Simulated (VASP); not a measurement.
Runs of VASP 6.6.1 on Ba4Si. Symmetry: Im-3m, No. 229, cubic system. The conventional cell has a = 7.927 Å, b = 7.927 Å, c = 7.927 Å, α = 90.00°, β = 90.00°, γ = 90.00°. Ba (site symmetry -3m) is surrounded by 2 Si at 3.43 Å. Si (site symmetry m-3m) is surrounded by 8 Ba at 3.43 Å. The cell was built by a generator and needn't be a form met in nature.

| level | gap on the mesh (eV) | pressure (GPa) | relaxed volume (Å³/atom) |
| --- | --- | --- | --- |
| PBE+dDsC | none | 0.0 | (a) |
| PBE+rVV10 | none | 0.0 | 48.95 |
| PBE+D3 | none | 0.0 | 49.02 |
| PBE+TS | none | -0.1 | (b) |
| PBE+D3(BJ) | none | 0.0 | 48.01 |

Alike in all rows: task relaxation of cell and atoms; potentials or basis VASP PAW PBE potentials, release 64 (Ba_sv, Si); no spin polarisation; cell relaxed; k mesh 4 × 4 × 4; cutoff (eV) 600; smearing fermi-dirac 0.05 eV.

Question: Fill in the values left out.

Answer: (a) 45.68; (b) 37.53.

Caveats: pairwise dispersion overbinds metals, which lowers pressure and volume; atom-pairwise D2, TS and ULG terms overbind metals (some runs); the volume moved by over 15 % at a fixed basis, so the end points are rough (some runs).

A k mesh can miss the band edges, and the runs leave out spin-orbit coupling on Ba.

A gap of «none» marks a metal or a gap under the smearing width.
